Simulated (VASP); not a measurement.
A run of VASP 6.6.1 is set up as follows.

Contents of INCAR:

```
  PREC = Normal
  ENCUT = 520
  EDIFF = 1E-4
  ISMEAR = 0
  SIGMA = 0.15
  LREAL = False
  LASPH = True
  NELM = 60
  ALGO = Fast
  ISIF = 3
  LWAVE = False
  LCHARG = False
  GGA = PE
  IBRION = 2
  NSW = 24
  EDIFFG = -0.08
  KPAR = 2
```

KPOINTS

```
regular mesh
0
Gamma
  3 3 3
```

POSCAR

```
Be2CdS3
1.0
    4.6654966500      0.0000000000      0.0000000000
    0.0000000000      4.6654966500      0.0000000000
    0.0000000000      0.0000000000      5.5070310700
Be Cd S
2 1 3
Direct
    0.5000000000      0.5000000000      0.7572851100
    0.5000000000      0.5000000000      0.2427148900
    0.0000000000      0.0000000000      0.5000000000
    0.0000000000      0.5000000000      0.0000000000
    0.5000000000      0.0000000000      0.0000000000
    0.0000000000      0.0000000000      0.0000000000
```

Potentials or basis: VASP PAW PBE potentials, release 64 (Be, Cd, S).

Run with:

```bash
$ cat potpaw_PBE.64/Be/POTCAR potpaw_PBE.64/Cd/POTCAR potpaw_PBE.64/S/POTCAR > POTCAR
$ mpirun -np 2 vasp_std > vasp.out
```

Task: What does it give for the relaxed volume?

Result: 17.81 Å³/atom.

Task: What does it give for the band gap on the k mesh?

Result: None (metal or under the smearing width).

Forces on the atoms (eV/Å):
```
Be   0.000  0.000  0.019
Be   0.000  0.000 -0.019
Cd   0.000  0.000  0.000
S    0.000  0.000  0.000
S    0.000  0.000  0.000
S    0.000  0.000  0.000
```

Caveat: the k mesh is coarse (spacing up to 0.45 Å⁻¹), so the values aren't converged; the relaxation stopped at a loose force limit of 0.08 eV/Å, so its end isn't a converged minimum.
